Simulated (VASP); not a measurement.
Here is the system:

```yaml
crystal:
  lattice:
    - [3.92765, 0.00000, 0.00000]
    - [0.00000, 3.92765, 0.00000]
    - [0.00000, 0.00000, 3.92765]
  atoms:
    - { symbol: Sr, position: [0.00000, 0.00000, 0.00000] }
    - { symbol: Ti, position: [0.50000, 0.50000, 0.50000] }
    - { symbol: O, position: [0.50000, 0.00000, 0.50000] }
    - { symbol: O, position: [0.00000, 0.50000, 0.50000] }
    - { symbol: O, position: [0.50000, 0.50000, 0.00000] }
```

Computed with TPSS meta-GGA, VASP's PBE PAW potentials (set 64) (plane waves; VASP). Run with 520 eV cut-off, 6×6×6 Γ-centred mesh, tetrahedra with Blöchl corrections, potentials Sr_sv Ti_sv O.

The cores are frozen, which limits the accuracy of field gradients.

### Question
Give the principal components of the electric field gradient (V/Å²) and the asymmetry η at each nucleus.

### Answer

```
atom   Vxx   Vyy  Vzz     η
----  ----  ----  ---  ----
Sr1    0.0   0.0  0.0     -
Ti2    0.0   0.0  0.0     -
O3    -4.4  -4.4  8.7  0.00
O4    -4.4  -4.4  8.7  0.00
O5    -4.4  -4.4  8.7  0.00
```

The compound is SrTiO3 in the cubic perovskite structure, the ideal cubic form; the compound distorts at low or room temperature. It was relaxed first.
